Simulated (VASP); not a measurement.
A VASP calculation is set up with these files.

INCAR:
```
ALGO  =  Normal
EDIFF  =  1E-6
EDIFFG  =  -0.02
ENCUT  =  500
GGA  =  PS
IBRION  =  2
ISIF  =  3
ISMEAR  =  0
LASPH  =  T
LCHARG  =  F
LREAL  =  F
LWAVE  =  F
NELM  =  100
NSW  =  40
PREC  =  Accurate
PSTRESS  =  450
SIGMA  =  0.05
SYSTEM  =  MgS
```

POSCAR:
```
MgS
1.0
  0.0000000000   2.3387264798   2.3387264798
  2.3387264798   0.0000000000   2.3387264798
  2.3387264798   2.3387264798   0.0000000000
Mg S
1 1
Cartesian
  2.3387264798   2.3387264798   0.0000000000
  2.3387264798   2.3387264798   2.3387264798
```

KPOINTS:
```
K-points
0
gamma
10 10 10
0 0 0
```

POTCAR, in this order: Mg S (PBE.64 set). Program: vasp_std.

Q: Translate this PBEsol calculation to Ansatz.

A: One equivalent input (not run):
Ansatz 0.2 input:
```yaml
crystal:
  lattice:
    - [0.0000000, 2.3387265, 2.3387265]
    - [2.3387265, 0.0000000, 2.3387265]
    - [2.3387265, 2.3387265, 0.0000000]
  atoms:
    - { symbol: Mg, position: [0.0000000, 0.0000000, 1.0000000] }
    - { symbol: S, position: [0.5000000, 0.5000000, 0.5000000] }
kpoints:
  mp_grid: { grid: [10, 10, 10] }
hamiltonian:
  xc: pbesol
  pseudopotentials: { kind: paw }
scf:
  occupations: { method: gaussian, width: 0.05 }
  max_iter: 100
relax:
  max_steps: 40
  f_tol: 0.02
  cell: { p_target: 45 }
output: { forces: true, stress: true, eigenvalues: true }
```
What does not carry over: each code has its own PAW files, so the cut-off isn't converted (ENCUT is set for VASP's; basis.ecutwfc is left out, and Ansatz then takes the one that its files recommend); Ansatz stops its SCF on the density residual and VASP on the energy change (EDIFF).

The compound is MgS in the rock salt structure. It was relaxed first under an external pressure of 45 GPa.
